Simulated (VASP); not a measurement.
**TaN: relaxation of cell and atoms with r2SCAN**

TaN:

```
CELL_PARAMETERS angstrom
0.00000 2.20000 2.20000
2.20000 0.00000 2.20000
2.20000 2.20000 0.00000
ATOMIC_POSITIONS crystal
Ta 0.00000 0.00000 0.00000
N 0.50000 0.50000 0.50000
```

The cell was built by a generator and needn't be a form met in nature.

```yaml
Program: VASP 6.6.1
Task: relaxation of cell and atoms
Functional: r2SCAN
Potentials_or_basis: VASP PAW PBE potentials, release 64 (Ta_pv, N)
Cutoff: 600 eV
k_mesh: 16 × 16 × 16
Occupations: methfessel-paxton, width 0.2 eV
Spin: no spin polarisation
Further_INCAR_settings: ALGO = Normal; EDIFF = 1e-07; IBRION = 2; EDIFFG = -0.005; NSW = 40; ISIF = 3
```

```
Relaxed volume                         : 10.68 Å³/atom
Relaxed cell                           : a = 3.114 Å, b = 3.114 Å, c = 3.114 Å, α = 60.00°, β = 60.00°, γ = 60.00°
Space group after relaxing (to 0.05 Å) : Fm-3m (No. 225)
Energy gained by relaxing              : 0.1 meV/atom
Ionic steps                            : 3
Pressure after relaxing                : 0.0 GPa
Band gap on the k mesh                 : none (metal or under the smearing width)
```

The path:
```tsv
step	energy change (eV)	largest force (eV/Å)	pressure (GPa)	volume (Å³)
1	0.0000	0.0000	1.11	21.30
2	0.0011	0.0000	-2.59	21.52
3	-0.0002	0.0000	0.00	21.36
```

Final structure:
```
Ta N
1.0
     0.00000    2.20228    2.20228
     2.20228    0.00000    2.20228
     2.20228    2.20228    0.00000
Ta N
1 1
Direct
  0.00000 0.00000 0.00000
  0.50000 0.50000 0.50000
```

Levels at points of the mesh, in eV from the Fermi level:
| k point | band 4 | band 5 | band 6 | band 7 | band 8 | band 9 | band 10 | band 11 | band 12 |
| --- | --- | --- | --- | --- | --- | --- | --- | --- | --- |
| (0.00, 0.00, 0.00) | -19.97 | -4.13 | -4.13 | -4.13 | -2.15 | -2.15 | -2.15 | 0.14 | 0.14 |
| (0.50, 0.00, 0.00) | -16.99 | -10.79 | -7.96 | -7.96 | 1.91 | 1.91 | 2.06 | 4.08 | 7.78 |
| (0.50, 0.50, 0.00) | -18.75 | -7.07 | -5.58 | -4.99 | -4.99 | 2.20 | 3.52 | 3.52 | 4.67 |

Wall time 7.1 min on 4 MPI ranks on AMD EPYC 7R43 64-Core Processor (Zen 3), with other jobs on the host, peak memory 0.17 GiB a rank.

Caveat: the PAW data sets were made with another functional, which shifts forces and pressure a little. Spin-orbit coupling is left out, which matters for the levels of Ta.
